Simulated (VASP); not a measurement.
# TaTlO3 (Pm-3m) in VASP: single point with LDA

Aim: the single point of TaTlO3 with LDA.

Everything below comes from runs of VASP 6.6.1. Logs are shortened: lines on timing, memory, paths and dates and some standing lists are left out, and cuts for length are marked.

## 1. The crystal as given

The structure is cubic, space group Pm-3m (No. 221). The conventional cell has a = 4.083 Å, b = 4.083 Å, c = 4.083 Å, α = 90.00°, β = 90.00°, γ = 90.00°. Around Ta (site symmetry m-3m) lie 6 O at 2.04 Å. Tl (site symmetry m-3m) has 12 O at 2.89 Å as nearest neighbours. O (site symmetry 4/mmm) is surrounded by 2 Ta at 2.04 Å.

The cell comes from a database or a generator and needn't be the stable form of this composition.

## 2. Single point, LDA

INCAR reads:

```
PREC = Accurate
ENCUT = 520
EDIFF = 1E-6
ISMEAR = 0
SIGMA = 0.1
LREAL = F
LASPH = T
NELM = 100
ALGO = Fast
ISIF = 2
LWAVE = F
LCHARG = F
GGA = CA
NBANDS = 29
```

KPOINTS reads:

```
Automatic mesh
0
Gamma
  4 4 4
```

POSCAR reads:

```
TaTlO3
1.0
    4.0828480000      0.0000000000      0.0000000000
    0.0000000000      4.0828480000      0.0000000000
    0.0000000000      0.0000000000      4.0828480000
Ta Tl O
1 1 3
Direct
    0.5000000000      0.5000000000      0.5000000000
    0.0000000000      0.0000000000      0.0000000000
    0.5000000000      0.5000000000      0.0000000000
    0.5000000000      0.0000000000      0.5000000000
    0.0000000000      0.5000000000      0.5000000000
```

Potentials or basis: VASP PAW LDA potentials, release 64 (Ta_pv, Tl_d, O).

The run is started by

```sh
cat potpaw_LDA.64/Ta_pv/POTCAR potpaw_LDA.64/Tl_d/POTCAR potpaw_LDA.64/O/POTCAR > POTCAR
mpirun -np 1 vasp_std > vasp.out
```

OUTCAR:

```text
PREC = Accurate
   ENCUT = 520
   EDIFF = 1E-6
   ISMEAR = 0
   LREAL = F
   LASPH = T
   NELM = 100
   ISIF = 2
   GGA = CA

 ion  position               nearest neighbor table
   1  0.500  0.500  0.500-   3 2.04   4 2.04   5 2.04   3 2.04   4 2.04   5 2.04   2 3.54   2 3.54
                             2 3.54   2 3.54   2 3.54   2 3.54   2 3.54   2 3.54
   2  0.000  0.000  0.000-   3 2.89   4 2.89   5 2.89   4 2.89   5 2.89   3 2.89   5 2.89   5 2.89
                             3 2.89   4 2.89   4 2.89   3 2.89   1 3.54   1 3.54   1 3.54   1 3.54
   3  0.500  0.500  0.000-   1 2.04   1 2.04   2 2.89   2 2.89   2 2.89   2 2.89
   4  0.500  0.000  0.500-   1 2.04   1 2.04   2 2.89   2 2.89   2 2.89   2 2.89
   5  0.000  0.500  0.500-   1 2.04   1 2.04   2 2.89   2 2.89   2 2.89   2 2.89

  LATTYP: Found a simple cubic cell.
 ALAT       =     4.0828480000

  Lattice vectors:

 A1 = (   4.0828480000,   0.0000000000,   0.0000000000)
 A2 = (   0.0000000000,   4.0828480000,   0.0000000000)
 A3 = (   0.0000000000,   0.0000000000,   4.0828480000)

Analysis of symmetry for initial positions (statically):
=====================================================================
 Subroutine PRICEL returns:
 Original cell was already a primitive cell.

 Routine SETGRP: Setting up the symmetry group for a
 simple cubic supercell.

 Subroutine GETGRP returns: Found 48 space group operations
 (whereof 48 operations were pure point group operations)
 out of a pool of 48 trial point group operations.

The static configuration has the point symmetry O_h .

Analysis of symmetry for dynamics (positions and initial velocities):
=====================================================================
 Subroutine PRICEL returns:
 Original cell was already a primitive cell.

 Routine SETGRP: Setting up the symmetry group for a
 simple cubic supercell.

 Subroutine GETGRP returns: Found 48 space group operations
 (whereof 48 operations were pure point group operations)
 out of a pool of 48 trial point group operations.

The dynamic configuration has the point symmetry O_h .

 Subroutine INISYM returns: Found 48 space group operations
 (whereof 48 operations are pure point group operations),
 and found     1 'primitive' translations

----------------------------------------------------------------------------------------

                                     Primitive cell

[... 82 lines left out ...]
   LREAL  =      F    real-space projection
   EDIFFG = 0.1E-04   stopping-criterion for IOM
   NSW    =      0    number of steps for IOM
   IBRION =     -1    ionic relax: 0-MD 1-quasi-New 2-CG
   NFREE  =      0    steps in history (QN), initial steepest desc. (CG)
   ISIF   =      2    stress and relaxation
   ISYM   =      2    0-nonsym 1-usesym 2-fastsym
   POTIM  = 0.5000    time-step for ionic-motion
   TEBEG  =    0.0;   TEEND  =   0.0 temperature during run
   PSTRESS=    0.0 pullay stress
   NELECT =      42.0000    total number of electrons
   NUPDOWN=      -1.0000    fix difference up-down
   EMIN   =  10.00;   EMAX   =-10.00  energy-range for DOS
   EFERMI =   0.00;   METHOD = LEGACY
   ISMEAR =     0;   SIGMA  =   0.10  broadening in eV -4-tet -1-fermi 0-gaus
   EFERMI_NEDOS =   21; number of points for ismear=-14 and -15
   IALGO  =     68    algorithm
   IMIX   =      4    mixing-type and parameters
     AMIX     =   0.40;   BMIX     =  1.00
     AMIX_MAG =   1.60;   BMIX_MAG =  1.00
  volume/ion in A,a.u.               =      13.61        91.86
  Fermi-wavevector in a.u.,A,eV,Ry     =   1.393782  2.633865 26.431046  1.942627
  Thomas-Fermi vector in A             =   2.517394
   LORBIT       =      0    0 simple, 1 ext, 2 COOP (PROOUT), +10 PAW based schemes
   GGA     = CA    functional components
   LHFCALC =     F    Hartree Fock is set to
   AEXX    =    0.0000 exact exchange contribution
   IVDW    =     0    specifies the selected vdW correction
   LEPSILON=     F    determine dielectric tensor
   LRPA    =     F    only Hartree local field effects (RPA)
 non-spin polarized calculation
 RMM-DIIS sequential band-by-band and
 Gauss-broadening in eV      SIGMA  =   0.10
  energy-cutoff  :      520.00
  volume of cell :       68.06
 maximum number of plane-waves:      1856
   NGX = 15   NGY = 15   NGZ = 15

 number of electron      41.9999976 magnetization

 Free energy of the ion-electron system (eV)
  ---------------------------------------------------
  ext. energy  EPLUGINS =         0.00000000
  ---------------------------------------------------
  free energy    TOTEN  =       -43.91753312 eV

  energy without entropy =      -43.91753160  energy(sigma->0) =      -43.91753236

 E-fermi :   4.9512     XC(G=0): -11.7326

 val. band max:        4.6650224378   @ k =   0.5000   0.0000   0.0000
 cond. band min:       5.2503054485   @ k =   0.5000   0.0000   0.0000
 fundamental gap:      0.5852830107
 Fermi energy:         4.9511727542

 k-point     1 :       0.0000    0.0000    0.0000
  band No.  band energies     occupation
      1     -30.9374      2.00000
      2     -30.9374      2.00000
      3     -30.9374      2.00000
      4     -13.9288      2.00000
      5     -13.0558      2.00000
      6     -13.0558      2.00000
[... 309 lines left out ...]
     28      14.7225      0.00000
     29      14.7225      0.00000

------------------------ aborting loop because EDIFF is reached ----------------------------------------

  FORCE on cell =-STRESS in cart. coord.  units (eV):
  Direction    XX          YY          ZZ          XY          YZ          ZX
  --------------------------------------------------------------------------------------
  -------------------------------------------------------------------------------------
  Total       -4.5593182     -4.5593182     -4.5593182      0.0000000     -0.0000000      0.0000000
  in kB     -107.3299301   -107.3299301   -107.3299301      0.0000000     -0.0000000      0.0000000
  external PRESSURE =    -107.3299301 kB  Pullay stress =       0.0000000 kB

 VOLUME and BASIS-vectors are now :
 -----------------------------------------------------------------------------
  energy-cutoff  :      520.00
  volume of cell :       68.06
      direct lattice vectors                 reciprocal lattice vectors
     4.082848000  0.000000000  0.000000000     0.244927071  0.000000000  0.000000000
     0.000000000  4.082848000  0.000000000     0.000000000  0.244927071  0.000000000
     0.000000000  0.000000000  4.082848000     0.000000000  0.000000000  0.244927071

 POSITION                                       TOTAL-FORCE (eV/Angst)
 -----------------------------------------------------------------------------------
      2.04142      2.04142      2.04142         0.000000      0.000000      0.000000
      0.00000      0.00000      0.00000         0.000000      0.000000      0.000000
      2.04142      2.04142      0.00000         0.000000      0.000000      0.000000
      2.04142      0.00000      2.04142         0.000000      0.000000      0.000000
      0.00000      2.04142      2.04142         0.000000      0.000000      0.000000
 -----------------------------------------------------------------------------------
    total drift:                                0.000000      0.000000     -0.000000

  FREE ENERGIE OF THE ION-ELECTRON SYSTEM (eV)
  ---------------------------------------------------
  free  energy   TOTEN  =       -43.9175331204 eV

  energy  without entropy=      -43.9175316032  energy(sigma->0) =      -43.91753236
```

Wall time 16 s (1 thread of Intel Xeon Platinum 8259CL at 2.50GHz (Skylake/Cascade Lake), shared host); peak memory 0.15 GiB.

Results:

```yaml
Free_energy: -43.9175 eV
Pressure: -10.7 GPa
Band_gap_on_the_k_mesh: 0.59 eV, direct
```

Caveat: spin-orbit coupling is left out, which as a rule narrows the gap of such compounds by several tenths of an eV. Expect the measured gap to be larger: semilocal functionals such as LDA lack the derivative discontinuity.
